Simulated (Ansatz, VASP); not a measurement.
# SiSnPN: VASP beside Ansatz, part 2 of 2

Aim: how closely do two programs agree when they are given the same cell, functional and k mesh? The cell is invented: As first built, before any earlier steps moved the atoms (in the runner's words): it takes the SnP structure with some of its atoms replaced by other elements, volume scaled by an estimate. It may not be a known or stable phase. The cell is taken from a series of VASP runs on this material, whose earlier steps may have relaxed, scaled or displaced it; both programs get it as it stands.

VASP 6.6.1 and Ansatz 0.2.0.

So far: The structure; Ansatz: zone-centre phonons, PBEsol with D3(BJ).

**3. VASP: zone-centre phonons, PBEsol with D3(BJ)**

Level of this step: PBEsol with D3(BJ); plane waves and PAW (Sn_d, P, Si, N); invented cell (VASP).

The same cell, functional, mesh and smearing now go to VASP, with its own data sets and cutoff.

Lines of VASP's logs that name or quote its potential files are left out, and so is its time.

INCAR

```
SYSTEM = SiSnPN
PREC = Accurate
ENCUT = 520
EDIFF = 1E-08
NELM = 100
ISMEAR = 1
SIGMA = 0.2
LREAL = .FALSE.
ALGO = Normal
GGA = PS
IVDW = 12
NBANDS = 20
LORBIT = 11
LWAVE = .FALSE.
LCHARG = .FALSE.
KPAR = 2
IBRION = 6
NFREE = 2
POTIM = 0.015
ISIF = 2
NSW = 1
```

POSCAR

```
SiSnPN
1.0
    4.7487191751      0.0000000000      0.0000000000
    0.0000000000      2.3293760766      2.6682830814
    0.0000000000     -2.3293760766      2.6682830814
Sn P Si N
1 1 1 1
Direct
    0.5000000000      0.5513454820      0.5513454820
    0.0000000000      0.3917948967      0.3917948967
    0.0000000000      0.9633191844      0.9633191844
    0.5000000000      0.9495384368      0.9495384368
```

KPOINTS

```
Automatic mesh
0
Gamma
8 11 11
0 0 0
```

Potentials, in the order of the species: Sn_d, P, Si and N (PBE family, release 64).

Run with:

```console
$ mpirun -np 2 vasp_std
```

Numbers of over 12 decimals in the logs are rounded to 6 here.

The program printed:

```text
[banner, memory and clock lines left out]
running    2 mpi-ranks, on    1 nodes
 distrk:  each k-point on    1 cores,    2 groups
 distr:  one band on    1 cores,    1 groups

 POSCAR found type information on POSCAR SnP SiN
 POSCAR found :  4 types and       4 ions
|                                                                             |
|               ----> ADVICE to this user running VASP <----                  |
|                                                                             |
|     You enforced a specific xc type in the INCAR file but a different       |
|     [... a line on the potential file left out ...]
|     I HOPE YOU KNOW WHAT YOU ARE DOING!                                     |
|                                                                             |

 LDA part: xc-table for (Slater+PW92), standard interpolation
 POSCAR, INCAR and KPOINTS ok, starting setup
 FFT: planning ... GRIDC
 FFT: planning ... GRID_SOFT
 FFT: planning ... GRID
 WAVECAR not read
 entering main loop
       N       E                     dE             d eps       ncg     rms          rms(c)
DAV:   1     0.212503288249E+03    0.21250E+03   -0.13634E+04  7424   0.178E+03
DAV:   2     0.111854345839E+01   -0.21138E+03   -0.20204E+03  7464   0.442E+02
DAV:   3    -0.237116907157E+02   -0.24830E+02   -0.23994E+02  8960   0.124E+02
DAV:   4    -0.247011710158E+02   -0.98948E+00   -0.98087E+00  8968   0.238E+01
DAV:   5    -0.247232798166E+02   -0.22109E-01   -0.22083E-01  9060   0.382E+00    0.931E+00
DAV:   6    -0.234353086249E+02    0.12880E+01   -0.11786E+01 11192   0.262E+01    0.583E+00
DAV:   7    -0.231543758959E+02    0.28093E+00   -0.17213E+00  8496   0.739E+00    0.311E+00
DAV:   8    -0.231453715864E+02    0.90043E-02   -0.38765E-01  8700   0.355E+00    0.904E-01
DAV:   9    -0.231360462852E+02    0.93253E-02   -0.40242E-02  9928   0.130E+00    0.351E-01
DAV:  10    -0.231361676718E+02   -0.12139E-03   -0.63398E-03  8208   0.584E-01    0.121E-01
DAV:  11    -0.231361665304E+02    0.11414E-05   -0.23999E-04  9088   0.125E-01    0.564E-02
DAV:  12    -0.231361720164E+02   -0.54859E-05   -0.27759E-05  8784   0.351E-02    0.545E-03
DAV:  13    -0.231361715407E+02    0.47565E-06   -0.46387E-06  8848   0.148E-02    0.546E-03
DAV:  14    -0.231361714720E+02    0.68731E-07   -0.42821E-07  8424   0.439E-03    0.247E-03
DAV:  15    -0.231361714011E+02    0.70839E-07   -0.63873E-08  8424   0.152E-03    0.748E-04
DAV:  16    -0.231361713822E+02    0.18970E-07   -0.19269E-08  5552   0.910E-04    0.245E-04
DAV:  17    -0.231361713705E+02    0.11643E-07   -0.30300E-09  4388   0.573E-04    0.135E-04
DAV:  18    -0.231361713706E+02   -0.96861E-10   -0.71762E-10  4296   0.273E-04
   1 F= -.24437828E+02 E0= -.24437991E+02  d E =0.490755E-03
[... from here on, the cycles between the ionic steps are left out ...]
   2 F= -.24436194E+02 E0= -.24436359E+02  d E =0.494464E-03
   3 F= -.24436194E+02 E0= -.24436359E+02  d E =0.494475E-03
  18 F= -.24436205E+02 E0= -.24436308E+02  d E =0.307246E-03
  19 F= -.24437134E+02 E0= -.24437364E+02  d E =0.689808E-03
  20 F= -.24438465E+02 E0= -.24438633E+02  d E =0.503755E-03
  21 F= -.24438465E+02 E0= -.24438633E+02  d E =0.503752E-03
  22 F= -.24437308E+02 E0= -.24437475E+02  d E =0.498407E-03
  23 F= -.24437308E+02 E0= -.24437475E+02  d E =0.498400E-03
  24 F= -.24435773E+02 E0= -.24435936E+02  d E =0.488233E-03
 Finite differences progress:
  Degree of freedom:  12/ 12
  Displacement:        1/  2
  Total:              23/ 24
 bond charge predicted
       N       E                     dE             d eps       ncg     rms          rms(c)
DAV:   1    -0.231325465944E+02    0.15995E-02   -0.33716E+00  7200   0.108E+01    0.249E-01
DAV:   2    -0.231360403544E+02   -0.34938E-02   -0.42100E-02  8988   0.140E+00    0.917E-02
DAV:   3    -0.231358052955E+02    0.23506E-03   -0.86811E-04  8904   0.241E-01    0.473E-02
DAV:   4    -0.231357365675E+02    0.68728E-04   -0.31760E-04  9040   0.153E-01    0.157E-02
DAV:   5    -0.231357414269E+02   -0.48594E-05   -0.72854E-05  8176   0.571E-02    0.133E-02
DAV:   6    -0.231357403965E+02    0.10303E-05   -0.26624E-06  9200   0.160E-02    0.337E-03
DAV:   7    -0.231357401086E+02    0.28798E-06   -0.87193E-07  9032   0.792E-03    0.105E-03
DAV:   8    -0.231357401013E+02    0.72419E-08   -0.20808E-07  8276   0.288E-03    0.774E-04
DAV:   9    -0.231357400906E+02    0.10699E-07   -0.54904E-09  4548   0.692E-04    0.160E-04
DAV:  10    -0.231357400888E+02    0.18035E-08   -0.30248E-09  4216   0.389E-04
  25 F= -.24437426E+02 E0= -.24437586E+02  d E =0.481672E-03
 Finite differences progress:
  Degree of freedom:  12/ 12
  Displacement:        2/  2
  Total:              24/ 24
```

Parts of OUTCAR (step 3):

```text
ion  position               nearest neighbor table
   1  0.500  0.551  0.551-   4 2.12   4 2.39   4 2.39   2 2.52   2 2.52   3 3.24   3 3.24   3 3.36
                             3 3.36   3 3.36   3 3.36
   2  0.000  0.392  0.392-   3 2.29   3 2.36   3 2.36   1 2.52   1 2.52   3 3.05
   3  0.000  0.963  0.963-   2 2.29   2 2.36   2 2.36   4 2.38   4 2.38   2 3.05   1 3.24   1 3.24
                             1 3.36   1 3.36   1 3.36   1 3.36
   4  0.500  0.950  0.950-   1 2.12   3 2.38   3 2.38   1 2.39   1 2.39

  LATTYP: Found a base centered orthorhombic cell.
 ALAT       =     4.6587521532
 B/A-ratio  =     1.1454926099
 C/A-ratio  =     1.0193113990

 Subroutine GETGRP returns: Found  4 space group operations
 (whereof  4 operations were pure point group operations)

The static configuration has the point symmetry C_2v.

 Found    180 irreducible k-points:

   k-points           NKPTS =    180   k-points in BZ     NKDIM =    180   number of bands    NBANDS=     20

   dimension x,y,z NGX =    36 NGY =   28 NGZ =   28
   dimension x,y,z NGXF=    72 NGYF=   56 NGZF=   56

   ENCUT  =  520.0 eV  38.22 Ry    6.18 a.u.   8.83  6.59  6.59*2*pi/ulx,y,z

   NELECT =      28.0000    total number of electrons

 k-points in reciprocal lattice and weights: Automatic mesh
   0.00000000  0.00000000  0.00000000       0.001
   0.12500000  0.00000000  0.00000000       0.002
   0.25000000  0.00000000  0.00000000       0.002
   0.37500000  0.00000000  0.00000000       0.002
   0.50000000  0.00000000  0.00000000       0.001
   0.00000000  0.09090909 -0.00000000       0.004
   0.12500000  0.09090909 -0.00000000       0.008
   0.25000000  0.09090909 -0.00000000       0.008
   0.37500000  0.09090909 -0.00000000       0.008
[...]
19      15.2494      0.00000
     20      15.7132      0.00000

 k-point     3 :       0.2500    0.0000    0.0000
  band No.  band energies     occupation
    ...
     10       5.0627      2.00000
     11       6.0020      2.00000
     12       6.5469      2.00000
     13       6.8054      2.00000
     14       7.5835      2.00000
     15      10.6874     -0.00000
     16      10.6975     -0.00000
     17      13.8555      0.00000
     18      14.4980      0.00000
     19      14.5685      0.00000
    ...

 k-point     4 :       0.3750    0.0000    0.0000
  band No.  band energies     occupation
    ...
     10       5.2796      2.00000
     11       5.7269      2.00000
     12       6.3461      2.00000
     13       6.6888      2.00000
     14       8.0318      2.00000
     15      10.8966     -0.00000
     16      11.0436     -0.00000
     17      13.1895     -0.00000
     18      13.9512      0.00000
     19      14.5031      0.00000
    ...

 k-point     5 :       0.5000    0.0000    0.0000
  band No.  band energies     occupation
    ...
     10       5.5491      2.00000
     11       6.0232      2.00000
     12       6.2276      2.00000
     13       6.2576      2.00000
     14       8.9283      2.00000
     15      10.2552     -0.00557
     16      10.9980     -0.00000
     17      13.5963     -0.00000
     18      13.6991     -0.00000
     19      14.4455      0.00000
    ...

 Edisp (eV)   -1.30169

  Total      -0.42489     0.06650     0.50797     0.00000     0.00000     0.00000
  in kB     -11.53217     1.80484    13.78692     0.00000     0.00000     0.00000
  external pressure =        1.35 kB  Pullay stress =        0.00 kB

  energy-cutoff  :      520.00
  volume of cell :       59.03
      direct lattice vectors                 reciprocal lattice vectors
     4.748719175  0.000000000  0.000000000     0.210583099  0.000000000  0.000000000
     0.000000000  2.329376077  2.668283081     0.000000000  0.214649753  0.187386415
     0.000000000 -2.329376077  2.668283081     0.000000000 -0.214649753  0.187386415

 POSITION                                       TOTAL-FORCE (eV/Angst)
 -----------------------------------------------------------------------------------
      2.37436      0.00000      2.94229         0.000000      0.000000     -0.099600
      0.00000      0.00000      2.09084         0.000000      0.000000      0.039491
      0.00000      0.00000      5.14082         0.000000      0.000000     -0.052441
      2.37436      0.00000      5.05227         0.000000      0.000000      0.112550
 -----------------------------------------------------------------------------------
    total drift:                                0.000000      0.000000      0.000201

  FREE ENERGIE OF THE ION-ELECTRON SYSTEM (eV)
  ---------------------------------------------------
  free  energy   TOTEN  =       -24.4374255909 eV

  energy  without entropy=      -24.4379072628  energy(sigma->0) =      -24.43758615

 Eigenvectors and eigenvalues of the dynamical matrix
 ----------------------------------------------------

   1 f  =   14.428888 THz    90.659377 2PiTHz  481.295896 cm-1    59.673059 meV
             X         Y         Z           dx          dy          dz
      2.374360  0.000000  2.942292    -0.000000   -0.000000   -0.267735
      0.000000  0.000000  2.090839     0.000000   -0.000000    0.042386
      0.000000  0.000000  5.140817    -0.000000   -0.000000   -0.163837
      2.374360  0.000000  5.067275    -0.000000    0.000000    0.948514

   2 f  =   13.157944 THz    82.673801 2PiTHz  438.901770 cm-1    54.416860 meV
             X         Y         Z           dx          dy          dz
      2.374360  0.000000  2.942292     0.000000   -0.044490    0.000000
      0.000000  0.000000  2.090839     0.000000   -0.628147   -0.000000
      0.000000  0.000000  5.140817     0.000000    0.776029   -0.000000
      2.374360  0.000000  5.067275    -0.000000   -0.035091   -0.000000

   3 f  =   12.137175 THz    76.260119 2PiTHz  404.852579 cm-1    50.195300 meV
             X         Y         Z           dx          dy          dz
      2.374360  0.000000  2.942292    -0.000000   -0.000000    0.052341
      0.000000  0.000000  2.090839     0.000000    0.000000    0.677363
      0.000000  0.000000  5.140817    -0.000000   -0.000000   -0.720321
      2.374360  0.000000  5.067275    -0.000000    0.000000   -0.139916

   4 f  =   11.711434 THz    73.585111 2PiTHz  390.651393 cm-1    48.434578 meV
             X         Y         Z           dx          dy          dz
      2.374360  0.000000  2.942292    -0.384775    0.000000   -0.000000
      0.000000  0.000000  2.090839     0.909330   -0.000000   -0.000000
      0.000000  0.000000  5.140817    -0.060677   -0.000000    0.000000
      2.374360  0.000000  5.067275    -0.146238    0.000000    0.000000

   5 f  =    9.602588 THz    60.334840 2PiTHz  320.307860 cm-1    39.713095 meV
             X         Y         Z           dx          dy          dz
      2.374360  0.000000  2.942292    -0.000000    0.071713   -0.000000
      0.000000  0.000000  2.090839     0.000000    0.294873    0.000000
      0.000000  0.000000  5.140817    -0.000000    0.200673    0.000000
      2.374360  0.000000  5.067275    -0.000000   -0.931471    0.000000

   6 f  =    6.406021 THz    40.250214 2PiTHz  213.681845 cm-1    26.493160 meV
             X         Y         Z           dx          dy          dz
      2.374360  0.000000  2.942292     0.482896   -0.000000    0.000000
      0.000000  0.000000  2.090839     0.071224   -0.000000   -0.000000
      0.000000  0.000000  5.140817    -0.681890   -0.000000    0.000000
      2.374360  0.000000  5.067275    -0.544761   -0.000000    0.000000

   7 f  =    4.855061 THz    30.505245 2PiTHz  161.947389 cm-1    20.078908 meV
             X         Y         Z           dx          dy          dz
      2.374360  0.000000  2.942292     0.000000   -0.000000    0.554195
      0.000000  0.000000  2.090839    -0.000000    0.000000   -0.614418
      0.000000  0.000000  5.140817     0.000000    0.000000   -0.554616
      2.374360  0.000000  5.067275     0.000000   -0.000000    0.088089

   8 f  =    2.581607 THz    16.220715 2PiTHz   86.113141 cm-1    10.676664 meV
             X         Y         Z           dx          dy          dz
      2.374360  0.000000  2.942292     0.000000   -0.614066   -0.000000
      0.000000  0.000000  2.090839     0.000000    0.596106   -0.000000
      0.000000  0.000000  5.140817     0.000000    0.458165   -0.000000
      2.374360  0.000000  5.067275     0.000000    0.240137   -0.000000

   9 f/i=    0.002185 THz     0.013731 2PiTHz    0.072894 cm-1     0.009038 meV
             X         Y         Z           dx          dy          dz
      2.374360  0.000000  2.942292     0.786577    0.000000   -0.000000
      0.000000  0.000000  2.090839     0.401868    0.000000   -0.000000
      0.000000  0.000000  5.140817     0.383034    0.000000   -0.000000
      2.374360  0.000000  5.067275     0.270340    0.000000   -0.000000

  10 f/i=    0.003281 THz     0.020612 2PiTHz    0.109428 cm-1     0.013567 meV
             X         Y         Z           dx          dy          dz
      2.374360  0.000000  2.942292    -0.000000    0.000000   -0.786413
      0.000000  0.000000  2.090839    -0.000000    0.000000   -0.402335
      0.000000  0.000000  5.140817    -0.000000    0.000000   -0.383009
      2.374360  0.000000  5.067275    -0.000000    0.000000   -0.270157

  11 f/i=    0.008665 THz     0.054443 2PiTHz    0.289027 cm-1     0.035835 meV
             X         Y         Z           dx          dy          dz
      2.374360  0.000000  2.942292    -0.000000    0.784730    0.000000
      0.000000  0.000000  2.090839    -0.000000    0.403905    0.000000
      0.000000  0.000000  5.140817    -0.000000    0.384181    0.000000
      2.374360  0.000000  5.067275    -0.000000    0.271045    0.000000

  12 f/i=   13.673431 THz    85.912700 2PiTHz  456.096557 cm-1    56.548741 meV
             X         Y         Z           dx          dy          dz
      2.374360  0.000000  2.942292     0.007496   -0.000000   -0.000000
      0.000000  0.000000  2.090839    -0.080922   -0.000000    0.000000
      0.000000  0.000000  5.140817     0.620185    0.000000   -0.000000
      2.374360  0.000000  5.067275    -0.780235    0.000000   -0.000000

 ELASTIC MODULI CONTR FROM IONIC RELAXATION (kBar)
 Direction    XX          YY          ZZ          XY          YZ          ZX
 --------------------------------------------------------------------------------
 XX        -458.7883    -45.0512    379.2182      0.0000     -0.0000      0.0000
 YY         -45.0512    -40.9548    179.3738      0.0000     -0.0000     -0.0000
 ZZ         379.2182    179.3738  -1335.2677      0.0000      0.0000      0.0000
 XY           0.0000      0.0000      0.0000      0.0000      0.0000      0.0000
 YZ          -0.0000     -0.0000      0.0000      0.0000   -184.9428      0.0000
 ZX           0.0000     -0.0000      0.0000      0.0000      0.0000    -98.7216
 --------------------------------------------------------------------------------

 total charge
# of ion       s       p       d       tot
------------------------------------------
    1        1.148   1.087  10.128  12.362
    2        1.033   1.483   0.000   2.516
    3        0.838   0.733   0.000   1.571
    4        1.285   2.272   0.000   3.557
--------------------------------------------------
tot          4.304   5.574  10.128  20.006

[... 1 further part left out ...]
```

**4. Differences**

Known differences besides the potentials themselves: the cutoff is 420 eV in Ansatz and 520 eV in VASP; Ansatz makes its cores anew for this functional, VASP keeps those of its PBE data sets; VASP leaves aspherical gradient terms in its spheres out (LASPH is not set), Ansatz keeps them; Ansatz takes the dispersion share of the force constants at frozen C6 weights, VASP differentiates the full forces; VASP uses finite displacements, Ansatz perturbation theory. Total energies have different zeros and are not compared.

Both answers:

| quantity | Ansatz | VASP | difference |
| --- | --- | --- | --- |
| optical mode 1 (imaginary, printed as negative) (cm⁻¹) | -456.6 | -456.1 | -0.5 |
| optical mode 2 (cm⁻¹) | 83.6 | 86.1 | -2.90 % |
| optical mode 3 (cm⁻¹) | 162.2 | 161.9 | +0.13 % |
| optical mode 4 (cm⁻¹) | 214.3 | 213.7 | +0.31 % |
| optical mode 5 (cm⁻¹) | 318.3 | 320.3 | -0.64 % |
| optical mode 6 (cm⁻¹) | 391.6 | 390.7 | +0.25 % |
| optical mode 7 (cm⁻¹) | 405.4 | 404.9 | +0.13 % |
| optical mode 8 (cm⁻¹) | 439.2 | 438.9 | +0.06 % |
| optical mode 9 (cm⁻¹) | 481.7 | 481.3 | +0.08 % |

Modes are paired by rising frequency and degeneracy, not by their patterns, so a pair may still set unlike modes beside each other.

**5. Summary of results**

- r.m.s. difference of the optical zone-centre modes, each program's sorted by frequency (zone-centre phonons, PBEsol with D3(BJ)): 1.2 cm⁻¹
- difference in optical mode 2 (zone-centre phonons, PBEsol with D3(BJ)): -2.9 %

In words: The r.m.s. difference of the optical zone-centre modes, each program's sorted by frequency is 1.2 cm⁻¹ (zone-centre phonons, PBEsol with D3(BJ)). Among the rows given in per cent, the largest difference of the zone-centre phonons, PBEsol with D3(BJ) pair is in optical mode 2, -2.9 %. Such differences can come from data sets, numerical settings and the points named under the comparisons, not from the functional's error against experiment.

[Lines on the potential files, build, host, timing and source positions are cut from VASP's logs without a mark.]

[Logs are printed without paths, hosts, clocks, repeated set-up lines and the standing remarks that a program may print on its own settings, such as how far it seeks lower states.]

[Hosts, paths, dates, database ids (printed as entryN), source tags and the programs' standing remarks are cut or masked in the printed files.]
